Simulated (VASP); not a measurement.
Computed with r2SCAN meta-GGA, VASP's PBE PAW potentials (set 64) (plane waves; VASP).

VASP input:

### KPOINTS
```
Automatic mesh
0
Gamma
8 8 10
0 0 0
```

**POSCAR**
```
Ge
1
    4.8782567109     0.0000000000    -0.0000000000
   -2.4391283554     4.2246933501     0.0000000000
    0.0000000000     0.0000000000     2.7202877429
Ge
3
Direct
  0.0000000000   0.0000000000   1.0000000000
  0.3333330000   0.6666670000   0.5000000000
  0.6666670000   0.3333330000   0.5000000000
```

### INCAR
```
! general
SYSTEM   =  Ge
PREC     =  Accurate
ENCUT    =  480   ! plane-wave cut-off (eV)
LREAL    =  .FALSE.   ! projection in real space or not
LASPH    =  .TRUE.

! electronic loop
EDIFF    =  1E-7   ! SCF stop (eV)
NELM     =  100   ! most electronic steps
ALGO     =  Normal
LMAXMIX  =  4   ! l cut-off of mixed one-centre charges
LMIXTAU  =  .TRUE.

! smearing
ISMEAR   =  1   ! Methfessel-Paxton
SIGMA    =  0.1   ! width (eV)

! functional
METAGGA  =  R2SCAN

! ions
ISIF     =  2

! output
LWAVE    =  .FALSE.
LCHARG   =  .FALSE.
```

POTCAR, in this order: Ge_d (PBE.64 set). Program: vasp_std.

The resulting files:

OSZICAR:
```
       N       E                     dE             d eps       ncg     rms          rms(c)
DAV:   1     0.254727023789E+03    0.25473E+03   -0.21949E+04  3272   0.474E+03
DAV:   2    -0.255232304608E+01   -0.25728E+03   -0.25394E+03  3008   0.648E+02
DAV:   3    -0.426647568840E+02   -0.40112E+02   -0.39741E+02  3630   0.179E+02
DAV:   4    -0.441221249152E+02   -0.14574E+01   -0.14530E+01  3426   0.408E+01
DAV:   5    -0.441468775724E+02   -0.24753E-01   -0.24730E-01  3638   0.563E+00    0.231E+00
DAV:   6    -0.401090040175E+02    0.40379E+01   -0.51281E-01  3635   0.171E+01    0.125E+00
DAV:   7    -0.390715328006E+02    0.10375E+01   -0.85801E-01  3079   0.753E+00    0.521E-01
DAV:   8    -0.399102113427E+02   -0.83868E+00   -0.30887E-01  3060   0.385E+00    0.346E-01
DAV:   9    -0.399770639541E+02   -0.66853E-01   -0.85143E-02  3405   0.164E+00    0.116E-01
DAV:  10    -0.399737598059E+02    0.33041E-02   -0.77219E-03  3572   0.109E+00    0.131E-01
DAV:  11    -0.399761545189E+02   -0.23947E-02   -0.11586E-03  3075   0.314E-01    0.853E-02
DAV:  12    -0.399766370861E+02   -0.48257E-03   -0.21629E-03  3310   0.268E-01    0.374E-02
DAV:  13    -0.399781034192E+02   -0.14663E-02   -0.64725E-04  3035   0.214E-01    0.163E-02
DAV:  14    -0.399780925088E+02    0.10910E-04   -0.45127E-05  3792   0.683E-02    0.600E-03
DAV:  15    -0.399781132653E+02   -0.20756E-04   -0.41869E-05  3194   0.439E-02    0.242E-03
DAV:  16    -0.399781173981E+02   -0.41328E-05   -0.46971E-06  3085   0.292E-02    0.120E-03
DAV:  17    -0.399781216371E+02   -0.42390E-05   -0.27356E-06  2971   0.112E-02    0.107E-03
DAV:  18    -0.399781217560E+02   -0.11886E-06   -0.70348E-07  2594   0.776E-03    0.635E-04
DAV:  19    -0.399781225401E+02   -0.78413E-06   -0.18134E-07  2408   0.565E-03    0.236E-04
DAV:  20    -0.399781226242E+02   -0.84119E-07   -0.10370E-07  2065   0.212E-03
   1 F= -.39978123E+02 E0= -.39977860E+02  d E =-.789096E-03
```

File OUTCAR:
```
------------------------ aborting loop because EDIFF is reached ----------------------------------------
  FORCE on cell =-STRESS in cart. coord.  units (eV):
  Direction    XX          YY          ZZ          XY          YZ          ZX
  --------------------------------------------------------------------------------------
  Total        0.1936339      0.1936339     -0.0806026      0.0000000      0.0000000      0.0000000
  in kB        5.5337227      5.5337204     -2.3034817      0.0000000      0.0000000      0.0000000
  external PRESSURE =       2.9213205 kB  Pullay stress =       0.0000000 kB
  volume of cell :       56.06
      direct lattice vectors                 reciprocal lattice vectors
     4.878256711  0.000000000  0.000000000     0.204991262  0.118351785  0.000000000
    -2.439128355  4.224693350  0.000000000     0.000000000  0.236703570  0.000000000
     0.000000000  0.000000000  2.720287743     0.000000000  0.000000000  0.367608170
 POSITION                                       TOTAL-FORCE (eV/Angst)
 -----------------------------------------------------------------------------------
      0.00000      0.00000      0.00000        -0.000000      0.000000      0.000000
     -0.00000      2.81646      1.36014        -0.000000      0.000000      0.000000
      2.43913      1.40823      1.36014         0.000000      0.000000      0.000000
 -----------------------------------------------------------------------------------
    total drift:                                0.000000      0.000000      0.000000
  FREE ENERGIE OF THE ION-ELECTRON SYSTEM (eV)
  ---------------------------------------------------
  free  energy   TOTEN  =       -39.9781226242 eV

  energy  without entropy=      -39.9773335283  energy(sigma->0) =      -39.97785959
```
(Selected blocks of OUTCAR.)

### OUTCAR
```
 val. band max:        6.6834845130   @ k =   0.1250   0.0000   0.3000

 cond. band min:       6.7331156176   @ k =   0.1250   0.1250   0.2000


 Fermi energy:         6.7104312497

 k-point     1 :       0.0000    0.0000    0.0000
  band No.  band energies     occupation
      1     -18.9720      2.00000
      2     -18.8835      2.00000
      3     -18.8835      2.00000
      4     -18.8174      2.00000
      5     -18.8174      2.00000
      6     -18.7288      2.00000
      7     -18.6705      2.00000
      8     -18.6242      2.00000
      9     -18.6241      2.00000
     10     -18.5789      2.00000
     11     -18.5789      2.00000
     12     -18.5546      2.00000
     13     -18.5546      2.00000
     14     -18.5217      2.00000
     15     -18.5217      2.00000
     16      -7.1830      2.00000
     17      -0.5428      2.00000
     18      -0.2746      2.00000
     19       3.1724      2.00000
     20       3.1725      2.00000
     21       3.2092      2.00000
     22       3.2093      2.00000
     23      12.9201      0.00000
     24      15.5970      0.00000
     25      15.5972      0.00000

 k-point     2 :       0.1250    0.0000    0.0000
  band No.  band energies     occupation
      1     -18.9719      2.00000
      2     -18.8840      2.00000
      3     -18.8839      2.00000
      4     -18.8176      2.00000
      5     -18.8174      2.00000
      6     -18.7278      2.00000
      7     -18.6750      2.00000
      8     -18.6310      2.00000
      9     -18.6252      2.00000
     10     -18.5744      2.00000
     11     -18.5710      2.00000
     12     -18.5547      2.00000
     13     -18.5535      2.00000
     14     -18.5231      2.00000
     15     -18.5215      2.00000
     16      -7.0462      2.00000
     17      -1.0720      2.00000
     18      -0.7094      2.00000
     19       2.1952      2.00000
     20       2.9544      2.00000
     21       4.4511      2.00000
     22       4.9110      2.00000
     23      13.0556      0.00000
...
```

The structure was generated: Ge was put into the omega type (P6/mmm), which need not be its known phase. It was relaxed first.
